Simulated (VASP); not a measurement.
Calculation: PBE GGA, VASP's PBE PAW potentials (set 64) (plane waves; VASP 6.6.1).

The input files of a VASP run:

INCAR:
```
SYSTEM = Mo
PREC = Accurate
ENCUT = 300
EDIFF = 1E-6
NELM = 100
ALGO = Normal
LREAL = .FALSE.
LASPH = .TRUE.
ISMEAR = 0
SIGMA = 0.05
GGA = PE
LMAXMIX = 4
LWAVE = .FALSE.
LCHARG = .FALSE.
ISIF = 2
```

POSCAR:
```
Mo
1
   -1.5750000000     1.5750000000     1.5750000000
    1.5750000000    -1.5750000000     1.5750000000
    1.5750000000     1.5750000000    -1.5750000000
Mo
1
Direct
  0.0000000000   0.0000000000   0.0000000000
```

### KPOINTS
```
Automatic mesh
0
Gamma
10 10 10
0 0 0
```

POTCAR, in this order: Mo_sv (PBE.64 set). Program: vasp_std.

Output

### OUTCAR
```
 ion  position               nearest neighbor table
   1  0.000  0.000  0.000-
  LATTYP: Found a body centered cubic cell.
 ALAT       =     3.1500000000
 Subroutine PRICEL returns:
 Original cell was already a primitive cell.
 Subroutine GETGRP returns: Found 48 space group operations
The static configuration has the point symmetry O_h .
The dynamic configuration has the point symmetry O_h .
 Subroutine INISYM returns: Found 48 space group operations
 Subroutine IBZKPT returns following result:
 Found     47 irreducible k-points:

 Following reciprocal coordinates:
            Coordinates               Weight
  0.000000  0.000000  0.000000      1.000000
  0.100000  0.000000  0.000000     12.000000
  0.200000  0.000000  0.000000     12.000000
  0.300000  0.000000  0.000000     12.000000
  0.400000  0.000000  0.000000     12.000000
  0.500000  0.000000  0.000000      6.000000
  0.100000  0.100000  0.000000     24.000000
  0.200000  0.100000 -0.000000     48.000000
  0.300000  0.100000 -0.000000     48.000000
  0.400000  0.100000  0.000000     48.000000
  0.200000  0.200000  0.000000     24.000000
  0.300000  0.200000  0.000000     48.000000
  0.400000  0.200000  0.000000     24.000000
  0.300000  0.300000  0.000000     24.000000
  0.100000  0.100000  0.100000      8.000000
  0.200000  0.100000  0.100000     24.000000
  0.300000  0.100000  0.100000     24.000000
  0.400000  0.100000  0.100000     12.000000
 -0.100000  0.100000  0.100000      6.000000
  0.200000  0.200000  0.100000     24.000000
  0.300000  0.200000  0.100000     48.000000
 -0.200000  0.200000  0.100000     24.000000
  0.300000  0.300000  0.100000      8.000000
 -0.300000  0.300000  0.100000     24.000000
 -0.200000  0.300000  0.100000     24.000000
 -0.400000  0.400000  0.100000     24.000000
 -0.300000  0.400000  0.100000     48.000000
  0.500000  0.500000  0.100000     12.000000
 -0.400000  0.500000  0.100000     48.000000
 -0.300000  0.500000  0.100000     24.000000
 -0.400000 -0.400000  0.100000     24.000000
  0.200000  0.200000  0.200000      8.000000
  0.300000  0.200000  0.200000     12.000000
 -0.200000  0.200000  0.200000      6.000000
 -0.300000  0.300000  0.200000     24.000000
 -0.400000  0.400000  0.200000     24.000000
 -0.300000  0.400000  0.200000     24.000000
  0.500000  0.500000  0.200000     12.000000
 -0.400000  0.500000  0.200000     48.000000
 -0.400000 -0.400000  0.200000      8.000000
   k-points           NKPTS =     47   k-points in BZ     NKDIM =     47   number of bands    NBANDS=     11
   number of dos      NEDOS =    301   number of ions     NIONS =      1
   total plane-waves  NPLWV =   4096
   dimension x,y,z NGX =    16 NGY =   16 NGZ =   16
   dimension x,y,z NGXF=    32 NGYF=   32 NGZF=   32
   ions per type =               1
   PREC   = accura    normal or accurate (medium, high low for compatibility)
   ISTART =      0    job   : 0-new  1-cont  2-samecut
   ICHARG =      2    charge: 1-file 2-atom 10-const
   ISPIN  =      1    spin polarized calculation?
   LNONCOLLINEAR =      F non collinear calculations
   LSORBIT =      F    spin-orbit coupling
   INIWAV =      1    electr: 0-lowe 1-rand  2-diag
   ENCUT  =  300.0 eV  22.05 Ry    4.70 a.u.   3.85  3.85  3.85*2*pi/ulx,y,z
   NELM   =    100;   NELMIN=  2; NELMDL= -5     # of ELM steps
   EDIFF  = 0.1E-05   stopping-criterion for ELM
   LREAL  =      F    real-space projection
   NLSPLINE    = F    spline interpolate recip. space projectors
   LMAXMIX     =    4 max onsite mixed and CHGCAR
   VOSKOWN=      0    Vosko Wilk Nusair interpolation
...
```

OSZICAR:
```
       N       E                     dE             d eps       ncg     rms          rms(c)
DAV:   1     0.497120760282E+02    0.49712E+02   -0.62730E+03  1069   0.876E+02
DAV:   2    -0.109530137752E+02   -0.60665E+02   -0.58601E+02  1141   0.252E+02
DAV:   3    -0.115772706354E+02   -0.62426E+00   -0.62207E+00  1175   0.250E+01
DAV:   4    -0.115784382018E+02   -0.11676E-02   -0.11675E-02  1153   0.125E+00
DAV:   5    -0.115784425895E+02   -0.43877E-05   -0.43873E-05  1166   0.740E-02    0.142E+01
DAV:   6    -0.109929479135E+02    0.58549E+00   -0.10211E+00  1106   0.122E+01    0.384E+00
DAV:   7    -0.109205910343E+02    0.72357E-01   -0.18607E-01  1187   0.483E+00    0.892E-01
DAV:   8    -0.109172622188E+02    0.33288E-02   -0.43711E-03  1061   0.945E-01    0.169E-01
DAV:   9    -0.109172602018E+02    0.20171E-05   -0.24430E-04  1139   0.174E-01    0.554E-02
DAV:  10    -0.109172586181E+02    0.15837E-05   -0.14935E-05  1175   0.510E-02    0.119E-02
DAV:  11    -0.109172571531E+02    0.14649E-05   -0.21528E-07   670   0.488E-03    0.995E-04
DAV:  12    -0.109172561998E+02    0.95338E-06   -0.11579E-08   562   0.127E-03
   1 F= -.10917256E+02 E0= -.10916673E+02  d E =-.116559E-02
```

OUTCAR:
```
------------------------ aborting loop because EDIFF is reached ----------------------------------------
  FORCE on cell =-STRESS in cart. coord.  units (eV):
  Direction    XX          YY          ZZ          XY          YZ          ZX
  --------------------------------------------------------------------------------------
  Total        0.2070529      0.2070529      0.2070529     -0.0000000      0.0000000      0.0000000
  in kB       21.2270801     21.2270801     21.2270801     -0.0000000      0.0000000      0.0000000
  external PRESSURE =      21.2270801 kB  Pullay stress =       0.0000000 kB
  volume of cell :       15.63
      direct lattice vectors                 reciprocal lattice vectors
    -1.575000000  1.575000000  1.575000000     0.000000000  0.317460317  0.317460317
     1.575000000 -1.575000000  1.575000000     0.317460317  0.000000000  0.317460317
     1.575000000  1.575000000 -1.575000000     0.317460317  0.317460317  0.000000000
 POSITION                                       TOTAL-FORCE (eV/Angst)
 -----------------------------------------------------------------------------------
      0.00000      0.00000      0.00000        -0.000000      0.000000      0.000000
 -----------------------------------------------------------------------------------
    total drift:                                0.000000      0.000000      0.000000
  FREE ENERGIE OF THE ION-ELECTRON SYSTEM (eV)
  ---------------------------------------------------
  free  energy   TOTEN  =       -10.9172561998 eV

  energy  without entropy=      -10.9160906097  energy(sigma->0) =      -10.91667340
```
(Selected blocks of OUTCAR.)

At this cut-off the stress carries a Pulay error, which pulls relaxed volumes low.

The structure is a typed Mo crystal (Im-3m). The cell was not relaxed at this level.
